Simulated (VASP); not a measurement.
# K2Sb (P6_3/mmc) in VASP: single point with PBE

Aim: the single point of K2Sb with PBE.

All numbers are computed with VASP 6.6.1; they aren't measurements. Logs are shortened: lines on timing, memory, paths and dates and some standing lists are left out, and cuts for length are marked.

### 1 The cell of the first run

It takes space group P6_3/mmc (No. 194, hexagonal). The conventional cell has a = 5.473 Å, b = 5.473 Å, c = 11.221 Å, α = 90.00°, β = 90.00°, γ = 120.00°. K (site symmetry 3m) has 4 K at 3.57 to 3.76 Å and 4 Sb at 3.63 to 3.83 Å as nearest neighbours. Around Sb (site symmetry -6m2) lie 8 K at 3.63 to 3.83 Å.

The cell was built by a generator and needn't be a form met in nature.

### 2 Single point, PBE (cell x2)

INCAR reads:

```
  ALGO = Fast
  EDIFF = 1E-6
  ENCUT = 520
  GGA = PE
  ISIF = 2
  ISMEAR = 0
  LASPH = True
  LCHARG = False
  LREAL = False
  LWAVE = False
  NBANDS = 58
  NELM = 100
  PREC = Accurate
  SIGMA = 0.2
```

KPOINTS reads:

```
k-points
0
Gamma
  4 4 2
```

POSCAR reads:

```
K2Sb
1.0
    5.4730167320      0.0000000000      0.0000000000
    0.0000000000      9.4795430504      0.0000000000
    0.0000000000      0.0000000000     11.2211834742
K Sb
8 4
Direct
    1.0000000000      0.3333333333      0.0909710124
    0.5000000000      0.8333333333      0.0909710124
    0.5000000000      0.1666666667      0.9090289876
    0.0000000000      0.6666666667      0.9090289876
    0.5000000000      0.1666666667      0.5909710124
    0.0000000000      0.6666666667      0.5909710124
    1.0000000000      0.3333333333      0.4090289876
    0.5000000000      0.8333333333      0.4090289876
    1.0000000000      0.3333333333      0.7500000000
    0.5000000000      0.8333333333      0.7500000000
    0.5000000000      0.1666666667      0.2500000000
    0.0000000000      0.6666666667      0.2500000000
```

Potentials or basis: VASP PAW PBE potentials, release 64 (K_sv, Sb).

Run with:

```console
> cat potpaw_PBE.64/K_sv/POTCAR potpaw_PBE.64/Sb/POTCAR > POTCAR
> mpirun -np 1 vasp_std > vasp.out
```

OUTCAR:

```text
EDIFF = 1E-6
   ENCUT = 520
   GGA = PE
   ISIF = 2
   ISMEAR = 0
   LASPH = True
   LREAL = False
   NELM = 100
   PREC = Accurate

 ion  position               nearest neighbor table
   1  0.000  0.333  0.091-   7 3.57  11 3.63  11 3.63  12 3.63   3 3.76   3 3.76   4 3.76
   2  0.500  0.833  0.091-   8 3.57  12 3.63  12 3.63  11 3.63   4 3.76   4 3.76   3 3.76
   3  0.500  0.167  0.909-   5 3.57   9 3.63   9 3.63  10 3.63   1 3.76   1 3.76   2 3.76
   4  0.000  0.667  0.909-   6 3.57  10 3.63  10 3.63   9 3.63   2 3.76   2 3.76   1 3.76
   5  0.500  0.167  0.591-   3 3.57   9 3.63   9 3.63  10 3.63   7 3.76   7 3.76   8 3.76
   6  0.000  0.667  0.591-   4 3.57  10 3.63  10 3.63   9 3.63   8 3.76   8 3.76   7 3.76
   7  0.000  0.333  0.409-   1 3.57  11 3.63  11 3.63  12 3.63   5 3.76   5 3.76   6 3.76
   8  0.500  0.833  0.409-   2 3.57  12 3.63  12 3.63  11 3.63   6 3.76   6 3.76   5 3.76
   9  0.000  0.333  0.750-   3 3.63   5 3.63   3 3.63   5 3.63   4 3.63   6 3.63
  10  0.500  0.833  0.750-   4 3.63   6 3.63   4 3.63   6 3.63   5 3.63   3 3.63
  11  0.500  0.167  0.250-   1 3.63   7 3.63   1 3.63   7 3.63   2 3.63   8 3.63
  12  0.000  0.667  0.250-   2 3.63   8 3.63   2 3.63   8 3.63   7 3.63   1 3.63

  LATTYP: Found a simple orthorhombic cell.
 ALAT       =     5.4730167320
 B/A-ratio  =     1.7320508076
 C/A-ratio  =     2.0502739209

  Lattice vectors:

 A1 = (   5.4730167320,   0.0000000000,   0.0000000000)
 A2 = (   0.0000000000,   9.4795430504,   0.0000000000)
 A3 = (   0.0000000000,   0.0000000000,  11.2211834742)

Analysis of symmetry for initial positions (statically):
=====================================================================
 Subroutine PRICEL returns following result:

  LATTYP: Found a hexagonal cell.
 ALAT       =     5.4730167320
 C/A-ratio  =     2.0502739209

  Lattice vectors:

 A1 = (  -5.4730167320,  -0.0000000000,   0.0000000000)
 A2 = (   2.7365083660,  -4.7397715252,   0.0000000000)
 A3 = (   0.0000000000,   0.0000000000,  11.2211834742)

   2 primitive cells build up your supercell.

 Routine SETGRP: Setting up the symmetry group for a
 simple orthorhombic supercell.

 Subroutine GETGRP returns: Found  8 space group operations
 (whereof  4 operations were pure point group operations)
 out of a pool of  8 trial point group operations.

The static configuration has the point symmetry C_2h.
 The point group associated with its full space group is D_2h.

Analysis of symmetry for dynamics (positions and initial velocities):
=====================================================================
 Subroutine PRICEL returns following result:

  LATTYP: Found a hexagonal cell.
 ALAT       =     5.4730167320
 C/A-ratio  =     2.0502739209

  Lattice vectors:

 A1 = (  -5.4730167320,  -0.0000000000,   0.0000000000)
 A2 = (   2.7365083660,  -4.7397715252,   0.0000000000)
 A3 = (   0.0000000000,   0.0000000000,  11.2211834742)

   2 primitive cells build up your supercell.

 Routine SETGRP: Setting up the symmetry group for a
 simple orthorhombic supercell.

 Subroutine GETGRP returns: Found  8 space group operations
 (whereof  4 operations were pure point group operations)
 out of a pool of  8 trial point group operations.

The dynamic configuration has the point symmetry C_2h.
 The point group associated with its full space group is D_2h.

 Subroutine INISYM returns: Found  8 space group operations
 (whereof  4 operations are pure point group operations),
 and found     2 'primitive' translations

----------------------------------------------------------------------------------------

                                     Primitive cell

  volume of cell :     291.0870

  direct lattice vectors                    reciprocal lattice vectors
    -5.473016732 -0.000000000  0.000000000    -0.182714588 -0.105490317  0.000000000
     2.736508366 -4.739771525  0.000000000     0.000000000 -0.210980634  0.000000000
     0.000000000  0.000000000 11.221183474     0.000000000  0.000000000  0.089117160

  length of vectors
     5.473016732  5.473016732 11.221183474     0.210980634  0.210980634  0.089117160

  position of ions in fractional coordinates (direct lattice)
     0.666666667  0.333333333  0.090971012
     0.333333333  0.666666667  0.909028988
     0.333333333  0.666666667  0.590971012
     0.666666667  0.333333333  0.409028988
     0.666666667  0.333333333  0.750000000
     0.333333333  0.666666667  0.250000000

  ion indices of the primitive-cell ions
   primitive index   ion index
                 1           1
                 2           4
                 3           6
                 4           7
                 5           9
                 6          12

----------------------------------------------------------------------------------------

 KPOINTS: k-points

Automatic generation of k-mesh.
 Grid dimensions read from file:
 generate k-points for:    4    4    2

 Generating k-lattice:

  Cartesian coordinates                     Fractional coordinates (reciprocal lattice)
     0.045678647  0.000000000  0.000000000     0.250000000  0.000000000  0.000000000
     0.000000000  0.026372579  0.000000000     0.000000000  0.250000000  0.000000000
     0.000000000  0.000000000  0.044558580     0.000000000  0.000000000  0.500000000

  Length of vectors
     0.045678647  0.026372579  0.044558580

  Shift w.r.t. Gamma in fractional coordinates (k-lattice)
     0.000000000  0.000000000  0.000000000

 Subroutine IBZKPT returns following result:
 ===========================================

 Found     18 irreducible k-points:

 Following reciprocal coordinates:
            Coordinates               Weight
  0.000000  0.000000  0.000000      1.000000
  0.250000  0.000000  0.000000      2.000000
  0.500000  0.000000  0.000000      1.000000
  0.000000  0.250000  0.000000      2.000000
  0.250000  0.250000  0.000000      4.000000
  0.500000  0.250000  0.000000      2.000000
[... 10 lines left out ...]
  0.250000  0.500000  0.500000      2.000000
  0.500000  0.500000  0.500000      1.000000
   k-points           NKPTS =     18   k-points in BZ     NKDIM =     18   number of bands    NBANDS=     58
   number of dos      NEDOS =    301   number of ions     NIONS =     12
   total plane-waves  NPLWV = 254016
   dimension x,y,z NGX =    42 NGY =   72 NGZ =   84
   dimension x,y,z NGXF=    84 NGYF=  144 NGZF=  168
   ions per type =               8   4
   NGX,Y,Z   is equivalent  to a cutoff of  12.76, 12.63, 12.44 a.u.
   NGXF,Y,Z  is equivalent  to a cutoff of  25.52, 25.25, 24.89 a.u.
 SYSTEM =  unknown system
   PREC   = accura    normal or accurate (medium, high low for compatibility)
   ISTART =      0    job   : 0-new  1-cont  2-samecut
   ICHARG =      2    charge: 1-file 2-atom 10-const
   ISPIN  =      1    spin polarized calculation?
   LNONCOLLINEAR =      F non collinear calculations
   LSORBIT =      F    spin-orbit coupling
   LASPH  =      T    aspherical Exc in radial PAW
   ENCUT  =  520.0 eV  38.22 Ry    6.18 a.u.  10.18 17.63 20.86*2*pi/ulx,y,z
   NELM   =    100;   NELMIN=  2; NELMDL= -5     # of ELM steps
   EDIFF  = 0.1E-05   stopping-criterion for ELM
   LREAL  =      F    real-space projection
   EDIFFG = 0.1E-04   stopping-criterion for IOM
   NSW    =      0    number of steps for IOM
   IBRION =     -1    ionic relax: 0-MD 1-quasi-New 2-CG
   NFREE  =      0    steps in history (QN), initial steepest desc. (CG)
   ISIF   =      2    stress and relaxation
   ISYM   =      2    0-nonsym 1-usesym 2-fastsym
   POTIM  = 0.5000    time-step for ionic-motion
   TEBEG  =    0.0;   TEEND  =   0.0 temperature during run
   PSTRESS=    0.0 pullay stress
   NELECT =      92.0000    total number of electrons
   NUPDOWN=      -1.0000    fix difference up-down
   EMIN   =  10.00;   EMAX   =-10.00  energy-range for DOS
   EFERMI =   0.00;   METHOD = LEGACY
   ISMEAR =     0;   SIGMA  =   0.20  broadening in eV -4-tet -1-fermi 0-gaus
   EFERMI_NEDOS =   21; number of points for ismear=-14 and -15
   IALGO  =     68    algorithm
   IMIX   =      4    mixing-type and parameters
     AMIX     =   0.40;   BMIX     =  1.00
     AMIX_MAG =   1.60;   BMIX_MAG =  1.00
  volume/ion in A,a.u.               =      48.51       327.39
  Fermi-wavevector in a.u.,A,eV,Ry     =   0.885088  1.672574 10.658544  0.783381
  Thomas-Fermi vector in A             =   2.006075
   LORBIT       =      0    0 simple, 1 ext, 2 COOP (PROOUT), +10 PAW based schemes
   GGA     = PE    functional components
   LHFCALC =     F    Hartree Fock is set to
   AEXX    =    0.0000 exact exchange contribution
   IVDW    =     0    specifies the selected vdW correction
   LEPSILON=     F    determine dielectric tensor
   LRPA    =     F    only Hartree local field effects (RPA)
 non-spin polarized calculation
 RMM-DIIS sequential band-by-band and
 Gauss-broadening in eV      SIGMA  =   0.20
  energy-cutoff  :      520.00
  volume of cell :      582.17
 maximum number of plane-waves:     15726
 NGX is ok and might be reduce to    42
   NGX = 21   NGY = 35   NGZ = 41

 number of electron      91.9999991 magnetization

 Free energy of the ion-electron system (eV)
  ---------------------------------------------------
  ext. energy  EPLUGINS =         0.00000000
  ---------------------------------------------------
  free energy    TOTEN  =       -26.55754717 eV

  energy without entropy =      -26.19407173  energy(sigma->0) =      -26.37580945

 E-fermi :   0.4229     XC(G=0):  -6.7615

 val. band max:        0.4154522973   @ k =   0.0000   0.2500   0.0000
 cond. band min:       0.4281136910   @ k =   0.0000   0.0000   0.5000
 fundamental gap:      0.0126613937
 Fermi energy:         0.4228626286

 k-point     1 :       0.0000    0.0000    0.0000
  band No.  band energies     occupation
      1     -30.3583      2.00000
      2     -30.3468      2.00000
      3     -30.3386      2.00000
      4     -30.3356      2.00000
      5     -30.3271      2.00000
      6     -30.3247      2.00000
[... 1087 lines left out ...]
     57       4.4871      0.00000
     58       4.4873      0.00000

------------------------ aborting loop because EDIFF is reached ----------------------------------------

  FORCE on cell =-STRESS in cart. coord.  units (eV):
  Direction    XX          YY          ZZ          XY          YZ          ZX
  --------------------------------------------------------------------------------------
  -------------------------------------------------------------------------------------
  Total       -0.0885834      0.4251747     -0.1127557      0.0000000      0.0000000      0.0000000
  in kB       -0.2437867      1.1701058     -0.3103102      0.0000000      0.0000000      0.0000000
  external PRESSURE =       0.2053363 kB  Pullay stress =       0.0000000 kB

 VOLUME and BASIS-vectors are now :
 -----------------------------------------------------------------------------
  energy-cutoff  :      520.00
  volume of cell :      582.17
      direct lattice vectors                 reciprocal lattice vectors
     5.473016732  0.000000000  0.000000000     0.182714588  0.000000000  0.000000000
     0.000000000  9.479543050  0.000000000     0.000000000  0.105490317  0.000000000
     0.000000000  0.000000000 11.221183474     0.000000000  0.000000000  0.089117160

 POSITION                                       TOTAL-FORCE (eV/Angst)
 -----------------------------------------------------------------------------------
      0.00000      3.15985      1.02080         0.000000      0.004241      0.012720
      2.73651      7.89962      1.02080         0.000000      0.004241      0.012720
      2.73651      1.57992     10.20038         0.000000     -0.004241     -0.012720
      0.00000      6.31970     10.20038         0.000000     -0.004241     -0.012720
      2.73651      1.57992      6.63139        -0.000000     -0.004241      0.012720
      0.00000      6.31970      6.63139        -0.000000     -0.004241      0.012720
      0.00000      3.15985      4.58979        -0.000000      0.004241     -0.012720
      2.73651      7.89962      4.58979        -0.000000      0.004241     -0.012720
      0.00000      3.15985      8.41589         0.000000      0.007895      0.000000
      2.73651      7.89962      8.41589         0.000000      0.007895     -0.000000
      2.73651      1.57992      2.80530         0.000000     -0.007895      0.000000
      0.00000      6.31970      2.80530        -0.000000     -0.007895     -0.000000
 -----------------------------------------------------------------------------------
    total drift:                                0.000000      0.000000      0.000000

  FREE ENERGIE OF THE ION-ELECTRON SYSTEM (eV)
  ---------------------------------------------------
  free  energy   TOTEN  =       -26.5575471681 eV

  energy  without entropy=      -26.1940717286  energy(sigma->0) =      -26.37580945
```

Wall time 15 min (1 thread of AMD EPYC 9R45 (Zen 5), shared host); peak memory 0.8 GiB.

Results:

```
Free energy            : -26.5575 eV
Pressure               : 0.0 GPa
Largest force          : 0.013 eV/Å
Band gap on the k mesh : none (metal or under the smearing width)
```

Forces on the atoms (eV/Å):
```
K    0.000  0.004  0.013
K    0.000  0.004  0.013
K    0.000 -0.004 -0.013
K    0.000 -0.004 -0.013
K    0.000 -0.004  0.013
K    0.000 -0.004  0.013
K    0.000  0.004 -0.013
K    0.000  0.004 -0.013
Sb   0.000  0.008  0.000
Sb   0.000  0.008  0.000
Sb   0.000 -0.008  0.000
Sb   0.000 -0.008  0.000
```

The run has no spin-orbit coupling, so splittings on Sb are missing.
